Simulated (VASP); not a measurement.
Output of a VASP run:

OSZICAR:
```
...
DAV:   5    -0.625677420538E+02   -0.61786E-03   -0.61785E-03  2304   0.654E-01    0.376E+01
DAV:   6    -0.573668774954E+02    0.52009E+01   -0.16866E+01  1824   0.334E+01    0.120E+01
DAV:   7    -0.566738339443E+02    0.69304E+00   -0.10243E+01  1968   0.221E+01    0.151E+01
DAV:   8    -0.564524582860E+02    0.22138E+00   -0.11165E+00  1824   0.560E+00    0.302E+00
DAV:   9    -0.565763380095E+02   -0.12388E+00   -0.40749E-01  1824   0.602E+00    0.913E-01
DAV:  10    -0.565932248567E+02   -0.16887E-01   -0.88147E-02  1888   0.239E+00    0.663E-01
DAV:  11    -0.565745630863E+02    0.18662E-01   -0.53889E-02  1880   0.185E+00    0.434E-01
DAV:  12    -0.566080730379E+02   -0.33510E-01   -0.15265E-02  1832   0.104E+00    0.542E-01
DAV:  13    -0.566087502563E+02   -0.67722E-03   -0.23746E-03  1984   0.334E-01    0.592E-02
DAV:  14    -0.566089473622E+02   -0.19711E-03   -0.52657E-05  2184   0.677E-02    0.326E-02
DAV:  15    -0.566091504981E+02   -0.20314E-03   -0.37131E-05  1960   0.530E-02    0.475E-02
DAV:  16    -0.566092240995E+02   -0.73601E-04   -0.75660E-05  2040   0.614E-02    0.631E-03
DAV:  17    -0.566092248873E+02   -0.78786E-06   -0.31438E-06  1744   0.158E-02
   1 F= -.56609225E+02 E0= -.56608859E+02  d E =-.566092E+02
       N       E                     dE             d eps       ncg     rms          rms(c)
DAV:   1    -0.570595787242E+02   -0.45035E+00   -0.67681E+00  1792   0.265E+01    0.842E+00
DAV:   2    -0.570804838354E+02   -0.20905E-01   -0.11819E+01  1816   0.211E+01    0.768E+00
DAV:   3    -0.566135993992E+02    0.46688E+00   -0.23458E+00  1848   0.103E+01    0.135E+00
DAV:   4    -0.566082219510E+02    0.53774E-02   -0.67376E-02  2096   0.168E+00    0.400E-01
DAV:   5    -0.566073566889E+02    0.86526E-03   -0.70582E-03  2256   0.742E-01    0.319E-01
DAV:   6    -0.566066348797E+02    0.72181E-03   -0.26818E-03  1888   0.402E-01    0.128E-01
DAV:   7    -0.566071715341E+02   -0.53665E-03   -0.21941E-03  1864   0.387E-01    0.259E-02
DAV:   8    -0.566078731810E+02   -0.70165E-03   -0.56563E-04  1880   0.193E-01    0.103E-02
DAV:   9    -0.566078792496E+02   -0.60687E-05   -0.14413E-05  2192   0.336E-02    0.101E-02
DAV:  10    -0.566078806032E+02   -0.13536E-05   -0.26505E-06  1624   0.144E-02    0.223E-03
DAV:  11    -0.566078808007E+02   -0.19746E-06   -0.77262E-07   992   0.851E-03
   2 F= -.56607881E+02 E0= -.56607469E+02  d E =0.134409E-02
       N       E                     dE             d eps       ncg     rms          rms(c)
DAV:   1    -0.567536553999E+02   -0.14577E+00   -0.20931E+00  1792   0.149E+01    0.424E+00
DAV:   2    -0.567534386490E+02    0.21675E-03   -0.34465E+00  1832   0.115E+01    0.446E+00
DAV:   3    -0.566122267214E+02    0.14121E+00   -0.96302E-01  1848   0.570E+00    0.466E-01
DAV:   4    -0.566113579133E+02    0.86881E-03   -0.23167E-02  2072   0.100E+00    0.293E-01
DAV:   5    -0.566114904529E+02   -0.13254E-03   -0.75966E-04  1952   0.282E-01    0.216E-01
DAV:   6    -0.566105933340E+02    0.89712E-03   -0.11963E-03  1912   0.270E-01    0.321E-02
DAV:   7    -0.566115629598E+02   -0.96963E-03   -0.69385E-04  1840   0.226E-01    0.215E-02
DAV:   8    -0.566115793498E+02   -0.16390E-04   -0.39791E-05  1896   0.522E-02    0.769E-03
DAV:   9    -0.566115841702E+02   -0.48203E-05   -0.46148E-06  2088   0.211E-02    0.664E-03
DAV:  10    -0.566115864156E+02   -0.22455E-05   -0.24161E-06  1536   0.136E-02    0.226E-03
DAV:  11    -0.566115863935E+02    0.22093E-07   -0.23496E-07   960   0.487E-03
   3 F= -.56611586E+02 E0= -.56611201E+02  d E =-.236151E-02
```

File OUTCAR:
```
------------------------ aborting loop because EDIFF is reached ----------------------------------------
  FORCE on cell =-STRESS in cart. coord.  units (eV):
  Direction    XX          YY          ZZ          XY          YZ          ZX
  --------------------------------------------------------------------------------------
  Total        0.0065752      0.0065752      0.0065752     -0.0000000      0.0000000     -0.0000000
  in kB        0.2673264      0.2673264      0.2673264     -0.0000000      0.0000000     -0.0000000
  external PRESSURE =       0.2673264 kB  Pullay stress =       0.0000000 kB
  volume of cell :       39.41
      direct lattice vectors                 reciprocal lattice vectors
     3.402972858  0.000000000 -0.000000000     0.293860704 -0.000000000  0.000000000
     0.000000000  3.402972858  0.000000000    -0.000000000  0.293860704 -0.000000000
    -0.000000000  0.000000000  3.402972858     0.000000000 -0.000000000  0.293860704
 POSITION                                       TOTAL-FORCE (eV/Angst)
 -----------------------------------------------------------------------------------
      1.70149      1.70149      1.70149        -0.000000      0.000000      0.000000
      0.00000      0.00000      0.00000         0.000000     -0.000000      0.000000
 -----------------------------------------------------------------------------------
    total drift:                                0.000000      0.000000     -0.000000
  FREE ENERGIE OF THE ION-ELECTRON SYSTEM (eV)
  ---------------------------------------------------
  free  energy   TOTEN  =       -56.6115863935 eV

  energy  without entropy=      -56.6104300760  energy(sigma->0) =      -56.61120095

 reached required accuracy - stopping structural energy minimisation
```
(Selected blocks of OUTCAR.)

**POSCAR**
```
TbRh
1
    3.4170000000     0.0000000000     0.0000000000
    0.0000000000     3.4170000000     0.0000000000
    0.0000000000     0.0000000000     3.4170000000
Tb Rh
1 1
Direct
  0.5000000000   0.5000000000   0.5000000000
  0.0000000000   0.0000000000   0.0000000000
```

Question: Write an INCAR and KPOINTS that could have produced this output.

Answer: Several could match; the one computed here: the input of the run itself, r2SCAN+rVV10, plane waves, VASP's PBE PAW potentials (set 64).

**KPOINTS**
```
Automatic mesh
0
Gamma
  10 10 10
```

INCAR:
```
SYSTEM  =  TbRh
PREC  =  Accurate; ENCUT  =  400; LREAL  =  .FALSE.
LASPH  =  .TRUE.
EDIFF  =  1E-6; NELM  =  100; ALGO  =  Normal
LMAXMIX  =  6; LMIXTAU  =  .TRUE.
ISMEAR  =  1; SIGMA  =  0.1
METAGGA  =  R2SCAN; LUSE_VDW  =  .TRUE.; BPARAM  =  11.95
CPARAM  =  0.0093
IBRION  =  2; NSW  =  60; ISIF  =  3
EDIFFG  =  -0.01
LWAVE  =  .FALSE.; LCHARG  =  .FALSE.
```

POTCAR, in this order: Tb_3 Rh_pv (PBE.64 set). Program: vasp_std.

The 4f electrons are frozen in the core of the lanthanide potential, so 4f levels, which can set the real gap, and their magnetism are missing.

The structure comes from a measured TbRh entry (Pm-3m) of the Crystallography Open Database, whose conditions weren't checked. This run relaxes it. Symmetry was kept, so distortions that lower it aren't found.
